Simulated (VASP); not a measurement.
```yaml
crystal:
  lattice:
    - [4.39074, 0.00000, 0.00000]
    - [0.00000, 2.74052, 0.00000]
    - [0.00000, 0.00000, 4.77240]
  atoms:
    - { symbol: Ir, position: [0.25000, 0.50000, 0.67575] }
    - { symbol: Ir, position: [0.75000, 0.50000, 0.32425] }
    - { symbol: Mo, position: [0.25000, 0.00000, 0.17060] }
    - { symbol: Mo, position: [0.75000, 0.00000, 0.82940] }
```

All values below come from LDA (Ceperley-Alder, Perdew-Zunger), VASP's LDA PAW potentials (set 64) (plane waves; VASP 6.6.1). Numerical set-up: 400 eV cut-off, Gaussian smearing of 0.050 eV, potentials Ir Mo_sv.

Q: Give the energies of bands 13 to 26 at the high-symmetry points, in eV from the Fermi level.

A: 
```csv
band,Γ,X,S,Y,Z,U,R,T
13,-5.71,-4.79,-3.88,-4.46,-4.46,-4.36,-4.62,-5.39
14,-2.85,-4.79,-3.88,-4.43,-3.92,-4.36,-4.62,-5.26
15,-2.59,-2.78,-3.74,-3.94,-3.33,-3.43,-4.54,-3.44
16,-2.48,-2.78,-3.74,-3.62,-2.76,-3.43,-4.54,-3.01
17,-2.37,-2.56,-2.88,-3.44,-2.37,-2.43,-1.17,-2.11
18,-1.78,-2.56,-2.88,-2.67,-2.33,-2.43,-1.17,-1.87
19,-1.67,-2.05,-1.95,-2.30,-1.93,-1.77,0.26,-1.54
20,-1.43,-2.05,-1.95,-1.34,-1.75,-1.77,0.26,-1.29
21,-1.27,-0.97,-1.40,-1.16,-1.34,-1.71,0.60,-1.11
22,-1.10,-0.97,-1.40,-0.98,-0.92,-1.71,0.60,-0.52
23,-0.86,0.61,-0.01,-0.16,-0.88,-1.00,1.32,1.87
24,-0.31,0.61,-0.01,1.29,-0.79,-1.00,1.32,2.24
25,1.08,1.67,2.01,1.91,-0.60,1.29,2.08,2.34
26,2.28,1.67,2.01,2.00,0.77,1.29,2.08,3.42
```

It has no gap at this level: it comes out as a metal or semimetal.

The structure comes from a measured MoIr entry (Pmma) of the Crystallography Open Database, whose conditions weren't checked. It was relaxed first.
